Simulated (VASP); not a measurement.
Here is the system:

```
Mg2Ge
1.0
    0.00000     3.13272     3.13272
    3.13272     0.00000     3.13272
    3.13272     3.13272     0.00000
Mg Ge
2 1
Direct
  0.75000   0.75000   0.75000
  0.25000   0.25000   0.25000
  0.00000   0.00000   0.00000
```

Level of theory: LDA (Ceperley-Alder, Perdew-Zunger), VASP's LDA PAW potentials (set 64) (plane waves; VASP). Run with 400 eV cut-off, Gaussian smearing of 0.050 eV, potentials Mg Ge_d.

Q: Predict the band gap (along the path) with the smallest direct gap where there is one.

A: 
band gap (along the path): 0.09 eV
smallest direct gap (along the path): 1.24 eV

The absolute energy has meaning only against runs of the same code, potentials and settings.

The structure comes from a computed database's Mg2Ge entry (Fm-3m); how it stands against other phases isn't given here. It was relaxed first.
